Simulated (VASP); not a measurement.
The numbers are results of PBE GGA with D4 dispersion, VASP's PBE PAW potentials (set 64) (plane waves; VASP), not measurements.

VASP input:

**KPOINTS**
```
kpoints
0
gamma
  8 8 2
0 0 0
```

### INCAR
```
SYSTEM = MoS2
PREC = Accurate
ENCUT = 520
EDIFF = 1E-7
NELM = 100
ALGO = Normal
LREAL = .FALSE.
LASPH = .TRUE.
ISMEAR = 0
SIGMA = 0.05
GGA = PE
IVDW = 13
LMAXMIX = 4
LWAVE = .FALSE.
LCHARG = .FALSE.
ISIF = 4
IBRION = 2
NSW = 30
EDIFFG = -0.01
```

File POSCAR:
```
MoS2
1
    1.5604109330    -2.7027107455     0.0000000000
    1.5604109330     2.7027107455     0.0000000000
    0.0000000000     0.0000000000    12.0560654798
Mo S
2 4
Direct
  0.3333330000   0.6666670000   0.2500000000
  0.6666670000   0.3333330000   0.7500000000
  0.3333330000   0.6666670000   0.8783482327
  0.6666670000   0.3333330000   0.3783482327
  0.6666670000   0.3333330000   0.1216517673
  0.3333330000   0.6666670000   0.6216517673
```

POTCAR, in this order: Mo_sv S (PBE.64 set). Program: vasp_std.

The resulting files:

**OSZICAR**
```
       N       E                     dE             d eps       ncg     rms          rms(c)
DAV:   1     0.464059156279E+03    0.46406E+03   -0.29821E+04  1376   0.160E+03
DAV:   2    -0.213348685940E+02   -0.48539E+03   -0.47341E+03  1557   0.406E+02
DAV:   3    -0.456210848054E+02   -0.24286E+02   -0.24150E+02  1551   0.804E+01
DAV:   4    -0.461901526682E+02   -0.56907E+00   -0.56733E+00  1554   0.120E+01
DAV:   5    -0.462044621807E+02   -0.14310E-01   -0.14301E-01  1586   0.185E+00    0.376E+01
DAV:   6    -0.440713901504E+02    0.21331E+01   -0.19881E+01  1435   0.243E+01    0.139E+01
DAV:   7    -0.437425417477E+02    0.32885E+00   -0.84296E+00  1402   0.149E+01    0.878E+00
DAV:   8    -0.434380692751E+02    0.30447E+00   -0.14639E+00  1595   0.677E+00    0.308E+00
DAV:   9    -0.434513273920E+02   -0.13258E-01   -0.15269E-01  1664   0.187E+00    0.140E+00
DAV:  10    -0.434426681592E+02    0.86592E-02   -0.64670E-02  1506   0.142E+00    0.290E-01
DAV:  11    -0.434427713161E+02   -0.10316E-03   -0.28557E-03  1506   0.308E-01    0.151E-01
DAV:  12    -0.434427326157E+02    0.38700E-04   -0.23798E-04  1536   0.816E-02    0.792E-02
DAV:  13    -0.434427392045E+02   -0.65888E-05   -0.20401E-04  1641   0.744E-02    0.177E-02
DAV:  14    -0.434427392046E+02   -0.48203E-10   -0.20202E-05  1480   0.263E-02    0.173E-02
DAV:  15    -0.434427397801E+02   -0.57556E-06   -0.19597E-06  1366   0.743E-03    0.524E-03
DAV:  16    -0.434427395503E+02    0.22986E-06   -0.10062E-06  1423   0.596E-03    0.633E-04
DAV:  17    -0.434427396157E+02   -0.65487E-07   -0.41844E-08   998   0.131E-03
   1 F= -.46118065E+02 E0= -.46118065E+02  d E =-.461181E+02
       N       E                     dE             d eps       ncg     rms          rms(c)
DAV:   1    -0.434603353472E+02   -0.17596E-01   -0.28973E+00  1254   0.746E+00    0.174E+00
DAV:   2    -0.434697791625E+02   -0.94438E-02   -0.14835E-01  1497   0.170E+00    0.758E-01
DAV:   3    -0.434688676821E+02    0.91148E-03   -0.11137E-02  1481   0.586E-01    0.566E-01
DAV:   4    -0.434683990813E+02    0.46860E-03   -0.50947E-03  1507   0.373E-01    0.209E-01
DAV:   5    -0.434683068408E+02    0.92240E-04   -0.75498E-04  1522   0.148E-01    0.276E-02
DAV:   6    -0.434682971411E+02    0.96997E-05   -0.73061E-05  1505   0.445E-02    0.337E-02
DAV:   7    -0.434682967728E+02    0.36837E-06   -0.64416E-06  1523   0.125E-02    0.142E-02
DAV:   8    -0.434682963539E+02    0.41882E-06   -0.16468E-06  1397   0.630E-03    0.564E-03
DAV:   9    -0.434682962871E+02    0.66839E-07   -0.19597E-07  1021   0.251E-03
   2 F= -.46142352E+02 E0= -.46142352E+02  d E =-.242868E-01
       N       E                     dE             d eps       ncg     rms          rms(c)
DAV:   1    -0.434683876865E+02   -0.91333E-04   -0.35019E-02  1268   0.813E-01    0.202E-01
DAV:   2    -0.434685022000E+02   -0.11451E-03   -0.17219E-03  1490   0.184E-01    0.814E-02
DAV:   3    -0.434684918537E+02    0.10346E-04   -0.87520E-05  1552   0.536E-02    0.616E-02
DAV:   4    -0.434684918132E+02    0.40522E-07   -0.65693E-05  1529   0.422E-02    0.175E-02
DAV:   5    -0.434684886687E+02    0.31445E-05   -0.23351E-05  1499   0.250E-02    0.292E-03
DAV:   6    -0.434684884728E+02    0.19590E-06   -0.14999E-06  1304   0.608E-03    0.485E-03
DAV:   7    -0.434684884904E+02   -0.17619E-07   -0.76004E-08   844   0.152E-03
   3 F= -.46142698E+02 E0= -.46142698E+02  d E =-.246324E-01
       N       E                     dE             d eps       ncg     rms          rms(c)
DAV:   1    -0.435139648014E+02   -0.45476E-01   -0.21117E+00  1256   0.928E+00    0.156E+00
DAV:   2    -0.434861798513E+02    0.27785E-01   -0.19329E-01  1472   0.247E+00    0.968E-01
DAV:   3    -0.434798913767E+02    0.62885E-02   -0.18820E-02  1509   0.823E-01    0.329E-01
DAV:   4    -0.434775992933E+02    0.22921E-02   -0.79564E-03  1405   0.476E-01    0.218E-01
DAV:   5    -0.434775964685E+02    0.28248E-05   -0.50933E-04  1450   0.120E-01    0.597E-02
DAV:   6    -0.434775648146E+02    0.31654E-04   -0.22304E-04  1501   0.759E-02    0.276E-02
DAV:   7    -0.434775668813E+02   -0.20666E-05   -0.35090E-05  1658   0.325E-02    0.129E-02
DAV:   8    -0.434775670088E+02   -0.12753E-06   -0.80177E-06  1539   0.165E-02    0.374E-03
DAV:   9    -0.434775669797E+02    0.29078E-07   -0.74826E-07  1441   0.472E-03
   4 F= -.46152564E+02 E0= -.46152564E+02  d E =-.986616E-02
       N       E                     dE             d eps       ncg     rms          rms(c)
DAV:   1    -0.434902838643E+02   -0.12717E-01   -0.65285E-01  1256   0.516E+00    0.880E-01
DAV:   2    -0.434817452516E+02    0.85386E-02   -0.59805E-02  1480   0.137E+00    0.539E-01
DAV:   3    -0.434797900286E+02    0.19552E-02   -0.59388E-03  1502   0.458E-01    0.183E-01
DAV:   4    -0.434790842184E+02    0.70581E-03   -0.24764E-03  1426   0.265E-01    0.125E-01
DAV:   5    -0.434790804825E+02    0.37359E-05   -0.16455E-04  1443   0.676E-02    0.313E-02
DAV:   6    -0.434790721546E+02    0.83280E-05   -0.71525E-05  1509   0.432E-02    0.157E-02
DAV:   7    -0.434790729076E+02   -0.75306E-06   -0.96390E-06  1570   0.173E-02    0.679E-03
DAV:   8    -0.434790730136E+02   -0.10600E-06   -0.21650E-06  1522   0.897E-03    0.192E-03
DAV:   9    -0.434790730293E+02   -0.15628E-07   -0.10674E-07   966   0.205E-03
   5 F= -.46154514E+02 E0= -.46154514E+02  d E =-.118165E-01
       N       E                     dE             d eps       ncg     rms          rms(c)
DAV:   1    -0.434797400140E+02   -0.66700E-03   -0.39682E-02  1248   0.127E+00    0.220E-01
DAV:   2    -0.434792204494E+02    0.51956E-03   -0.36494E-03  1488   0.339E-01    0.134E-01
DAV:   3    -0.434791013240E+02    0.11913E-03   -0.36371E-04  1494   0.113E-01    0.453E-02
DAV:   4    -0.434790583757E+02    0.42948E-04   -0.15129E-04  1432   0.654E-02    0.314E-02
DAV:   5    -0.434790581315E+02    0.24426E-06   -0.10414E-05  1443   0.170E-02    0.763E-03
DAV:   6    -0.434790577304E+02    0.40109E-06   -0.45452E-06  1516   0.110E-02    0.393E-03
DAV:   7    -0.434790578249E+02   -0.94503E-07   -0.54654E-07  1328   0.420E-03
   6 F= -.46154618E+02 E0= -.46154618E+02  d E =-.119202E-01
```

**OUTCAR**
```
------------------------ aborting loop because EDIFF is reached ----------------------------------------
  Edisp (eV):   -2.67556
  FORCE on cell =-STRESS in cart. coord.  units (eV):
  Direction    XX          YY          ZZ          XY          YZ          ZX
  --------------------------------------------------------------------------------------
  Total       1.00820     1.00820     1.01218     0.00000     0.00000     0.00000
  in kB      15.88485    15.88485    15.94750     0.00000     0.00000     0.00000
  external pressure =       15.91 kB  Pullay stress =        0.00 kB
  volume of cell :      101.69
      direct lattice vectors                 reciprocal lattice vectors
     1.569672347 -2.718751949  0.000000000     0.318537815 -0.183907914 -0.000000000
     1.569672347  2.718751949 -0.000000000     0.318537815  0.183907914 -0.000000000
     0.000000000  0.000000000 11.914218426     0.000000000  0.000000000  0.083933328
 POSITION                                       TOTAL-FORCE (eV/Angst)
 -----------------------------------------------------------------------------------
      1.56967      0.90625      2.97855        -0.000000     -0.000000      0.000000
      1.56967     -0.90625      8.93566         0.000000      0.000000      0.000000
      1.56967      0.90625     10.50038         0.000000      0.000000      0.000255
      1.56967     -0.90625      4.54327         0.000000     -0.000000      0.000255
      1.56967     -0.90625      1.41384        -0.000000     -0.000000     -0.000255
      1.56967      0.90625      7.37095         0.000000      0.000000     -0.000255
 -----------------------------------------------------------------------------------
    total drift:                                0.000000      0.001575     -0.000028
  FREE ENERGIE OF THE ION-ELECTRON SYSTEM (eV)
  ---------------------------------------------------
  free  energy   TOTEN  =       -46.1546177513 eV

  energy  without entropy=      -46.1546177513  energy(sigma->0) =      -46.15461775

 reached required accuracy - stopping structural energy minimisation
```
(Selected blocks of OUTCAR.)

**CONTCAR**
```
MoS2
   1.00000000000000
     1.5696723473079786   -2.7187519489998713    0.0000000000000000
     1.5696723473079786    2.7187519489998713   -0.0000000000000000
     0.0000000000000000    0.0000000000000000   11.9142184263418169
  Mo              S
     2     4
Direct
     0.3333330000000032    0.6666669999999968    0.2500000000000000
     0.6666669999999968    0.3333330000000032    0.7500000000000000
     0.3333330000000032    0.6666669999999968    0.8813318519887184
     0.6666669999999968    0.3333330000000032    0.3813318519887183
     0.6666669999999968    0.3333330000000032    0.1186681480112816
     0.3333330000000032    0.6666669999999968    0.6186681480112816
```

The compound is MoS2 in the 2H layered structure. This cell is one point of a volume scan, at 0.97 of the reference volume. Symmetry was kept, so distortions that lower it aren't found.
